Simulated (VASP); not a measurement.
Input for VASP

### INCAR
```
ALGO=Normal
EDIFF=1E-7
EDIFFG=-0.01
ENCUT=480
GGA=PS
IBRION=2
ISIF=3
ISMEAR=0
LASPH=.TRUE.
LCHARG=.FALSE.
LMAXMIX=4
LREAL=.FALSE.
LWAVE=.FALSE.
NELM=100
NSW=40
PREC=Accurate
PSTRESS=100
SIGMA=0.05
SYSTEM=CdTe
```

### KPOINTS
```
Automatic mesh
0
G
  6 6 6
```

File POSCAR:
```
CdTe
1.0
  0.0000000000   3.2421477846   3.2421477846
  3.2421477846   0.0000000000   3.2421477846
  3.2421477846   3.2421477846   0.0000000000
Cd Te
1 1
Cart
  0.0000000000   0.0000000000   0.0000000000
  1.6210738923   1.6210738923   1.6210738923
```

POTCAR, in this order: Cd Te (PBE.64 set). Program: vasp_std.

Write an equivalent input for Ansatz.

One equivalent input (not run):
Ansatz 0.2 input:
```yaml
crystal:
  lattice:
    - [0.0000000, 3.2421478, 3.2421478]
    - [3.2421478, 0.0000000, 3.2421478]
    - [3.2421478, 3.2421478, 0.0000000]
  atoms:
    - { symbol: Cd, position: [0.0000000, 0.0000000, 0.0000000] }
    - { symbol: Te, position: [0.2500000, 0.2500000, 0.2500000] }
kpoints:
  mp_grid: { grid: [6, 6, 6] }
hamiltonian:
  xc: pbesol
  pseudopotentials: { kind: paw }
scf:
  occupations: { method: gaussian, width: 0.05 }
  max_iter: 100
relax:
  max_steps: 40
  f_tol: 0.01
  cell: { p_target: 10 }
output: { forces: true, stress: true, eigenvalues: true }
```
Limits of the translation: each code has its own PAW files, so the cut-off isn't converted (ENCUT is set for VASP's; basis.ecutwfc is left out, and Ansatz then takes the one that its files recommend); Ansatz stops its SCF on the density residual and VASP on the energy change (EDIFF).

The compound is CdTe in the zinc blende structure. This run relaxes it under an external pressure of 10 GPa. Symmetry was kept, so distortions that lower it aren't found.
